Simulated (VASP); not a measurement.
Output of a VASP run:

OSZICAR:
```
...
DAV:   9    -0.156492567758E+02   -0.32340E-01   -0.29991E-01  3252   0.532E+00    0.188E+00
DAV:  10    -0.156347461034E+02    0.14511E-01   -0.86212E-02  3472   0.370E+00    0.464E-01
DAV:  11    -0.156331800068E+02    0.15661E-02   -0.75811E-03  2990   0.105E+00    0.270E-01
DAV:  12    -0.156327594583E+02    0.42055E-03   -0.16716E-03  3664   0.365E-01    0.808E-02
DAV:  13    -0.156326805505E+02    0.78908E-04   -0.20693E-04  2842   0.136E-01    0.382E-02
DAV:  14    -0.156326717692E+02    0.87813E-05   -0.61120E-05  3418   0.674E-02    0.671E-03
DAV:  15    -0.156326718935E+02   -0.12426E-06   -0.32920E-06  2632   0.243E-02    0.101E-03
DAV:  16    -0.156326720179E+02   -0.12438E-06   -0.11413E-07  1868   0.399E-03    0.513E-04
DAV:  17    -0.156326720105E+02    0.73496E-08   -0.15616E-08  1326   0.181E-03
   1 F= -.14004375E+02 E0= -.14003862E+02  d E =-.140044E+02
       N       E                     dE             d eps       ncg     rms          rms(c)
DAV:   1    -0.191347926533E+02   -0.35021E+01   -0.80840E+01  2490   0.136E+02    0.184E+01
DAV:   2    -0.220422132716E+02   -0.29074E+01   -0.67127E+01  2754   0.119E+02    0.219E+01
DAV:   3    -0.155958433339E+02    0.64464E+01   -0.32242E+01  3332   0.803E+01    0.652E+00
DAV:   4    -0.153445071835E+02    0.25134E+00   -0.25308E+00  3258   0.166E+01    0.202E+00
DAV:   5    -0.153726017787E+02   -0.28095E-01   -0.33463E-01  3468   0.683E+00    0.196E+00
DAV:   6    -0.153931674457E+02   -0.20566E-01   -0.99384E-02  3554   0.330E+00    0.848E-01
DAV:   7    -0.154156583263E+02   -0.22491E-01   -0.56805E-02  3318   0.175E+00    0.144E-01
DAV:   8    -0.154162314605E+02   -0.57313E-03   -0.80567E-03  2836   0.719E-01    0.131E-01
DAV:   9    -0.154164857495E+02   -0.25429E-03   -0.75631E-04  2538   0.261E-01    0.583E-02
DAV:  10    -0.154164792886E+02    0.64609E-05   -0.20238E-04  3316   0.154E-01    0.390E-02
DAV:  11    -0.154164767997E+02    0.24888E-05   -0.33884E-05  2790   0.529E-02    0.648E-03
DAV:  12    -0.154164769483E+02   -0.14863E-06   -0.21651E-06  3258   0.163E-02    0.320E-03
DAV:  13    -0.154164770845E+02   -0.13612E-06   -0.74627E-07  2892   0.957E-03    0.198E-03
DAV:  14    -0.154164770935E+02   -0.90363E-08   -0.13982E-07  1286   0.530E-03
   2 F= -.13964559E+02 E0= -.13964423E+02  d E =0.398157E-01
       N       E                     dE             d eps       ncg     rms          rms(c)
DAV:   1    -0.168777305981E+02   -0.14613E+01   -0.28710E+01  2562   0.892E+01    0.103E+01
DAV:   2    -0.194274666075E+02   -0.25497E+01   -0.33826E+01  3516   0.696E+01    0.254E+01
DAV:   3    -0.156153706575E+02    0.38121E+01   -0.29832E+01  3498   0.539E+01    0.295E+00
DAV:   4    -0.156026237378E+02    0.12747E-01   -0.46783E-01  2494   0.611E+00    0.216E+00
DAV:   5    -0.155921209983E+02    0.10503E-01   -0.15015E-01  3480   0.351E+00    0.127E+00
DAV:   6    -0.155928844097E+02   -0.76341E-03   -0.37037E-03  2692   0.691E-01    0.117E+00
DAV:   7    -0.155952524036E+02   -0.23680E-02   -0.56089E-02  3328   0.236E+00    0.183E-01
DAV:   8    -0.155953307228E+02   -0.78319E-04   -0.31058E-03  2676   0.627E-01    0.157E-01
DAV:   9    -0.155953806394E+02   -0.49917E-04   -0.83329E-04  3006   0.334E-01    0.316E-02
DAV:  10    -0.155953876881E+02   -0.70487E-05   -0.90056E-05  2790   0.809E-02    0.132E-02
DAV:  11    -0.155953879326E+02   -0.24448E-06   -0.67294E-06  3050   0.300E-02    0.196E-03
DAV:  12    -0.155953878688E+02    0.63769E-07   -0.30575E-07  2130   0.658E-03
   3 F= -.14042346E+02 E0= -.14041893E+02  d E =-.379709E-01
```

### OUTCAR
```
------------------------ aborting loop because EDIFF is reached ----------------------------------------
  FORCE on cell =-STRESS in cart. coord.  units (eV):
  Direction    XX          YY          ZZ          XY          YZ          ZX
  --------------------------------------------------------------------------------------
  Total        1.5367173      1.5367173      1.5367173      0.0000000      0.0000000     -0.0000000
  in kB       98.9488556     98.9488556     98.9488556      0.0000000      0.0000000     -0.0000000
  external PRESSURE =      -1.0511444 kB  Pullay stress =     100.0000000 kB
  volume of cell :       24.88
      direct lattice vectors                 reciprocal lattice vectors
     2.919429078  0.000000000  0.000000000     0.342532726  0.000000000  0.000000000
    -0.000000000  2.919429078  0.000000000    -0.000000000  0.342532726  0.000000000
    -0.000000000 -0.000000000  2.919429078    -0.000000000 -0.000000000  0.342532726
 POSITION                                       TOTAL-FORCE (eV/Angst)
 -----------------------------------------------------------------------------------
      0.00000      0.00000      0.00000         0.000000      0.000000      0.000000
      1.45971      1.45971      1.45971        -0.000000     -0.000000      0.000000
 -----------------------------------------------------------------------------------
    total drift:                                0.000000      0.000000     -0.000000
  FREE ENERGIE OF THE ION-ELECTRON SYSTEM (eV)
  ---------------------------------------------------
  free  energy   TOTEN  =       -15.5953878688 eV

  energy  without entropy=      -15.5940303650  energy(sigma->0) =      -15.59493537
  enthalpy is  TOTEN    =       -14.0423458511 eV   P V=        1.5530420177

 reached required accuracy - stopping structural energy minimisation
```
(Selected blocks of OUTCAR.)

POSCAR:
```
TiCo
1
    2.9658424470     0.0000000000     0.0000000000
    0.0000000000     2.9658424470     0.0000000000
    0.0000000000     0.0000000000     2.9658424470
Ti Co
1 1
Direct
  0.0000000000   0.0000000000   0.0000000000
  0.5000000000   0.5000000000   0.5000000000
```

Q: Write an INCAR and KPOINTS that could have produced this output.

A: This is not unique; one that fits is the input of the run itself, PBE GGA, plane waves, VASP's PBE PAW potentials (set 64).

KPOINTS:
```
kpoints
0
gamma
12 12 12
0 0 0
```

INCAR:
```
! general
SYSTEM  = TiCo
PREC    = Accurate
ENCUT   = 480
LREAL   = .FALSE.
LASPH   = .TRUE.

! electronic loop
EDIFF   = 1E-7
NELM    = 100
ALGO    = Normal
LMAXMIX = 4

! smearing
ISMEAR  = 1
SIGMA   = 0.1

! functional
GGA     = PE

! ions
IBRION  = 2
NSW     = 40
ISIF    = 3
EDIFFG  = -0.01
PSTRESS = 100

! output
LWAVE   = .FALSE.
LCHARG  = .FALSE.
```

POTCAR, in this order: Ti_sv Co (PBE.64 set). Program: vasp_std.

Energy and stress use the plane-wave basis of the starting cell.

The compound is TiCo in the CsCl type structure. This run relaxes it under an external pressure of 10 GPa. Symmetry was kept, so distortions that lower it aren't found. The run is not spin-polarised, so no magnetic state was tried. The electron count is odd and the run is not spin-polarised, which forces a metal.
